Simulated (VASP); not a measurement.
Energy against volume of Sn (beta). Method: PBE GGA with D3 dispersion (Becke-Johnson damping), VASP's PBE PAW potentials (set 64) (plane waves; VASP 6.6.1). Settings: 520 eV cut-off, 13×13×13 Γ-centred mesh, first-order Methfessel-Paxton smearing of 0.10 eV, potentials Sn_d.

Shape and ions are relaxed at each volume.

```tsv
V (Å³/atom)	E (eV/atom)
25.516	-4.16808
26.331	-4.18290
27.145	-4.18777
27.959	-4.18422
```

Task: Fit these four points and predict the energy of the run at 28.774 Å³/atom.

Result: A cubic in V^(−2/3), the third-order Birch-Murnaghan form, passes through the four points with V0 = 27.19 Å³/atom and B0 = 55 GPa, and gives -4.1735 eV/atom there. The run gave -4.1736 eV/atom, -0.1 meV/atom from the fit; all five points give B0 = 54 GPa.

The compound is Sn in the beta structure. It was relaxed first.
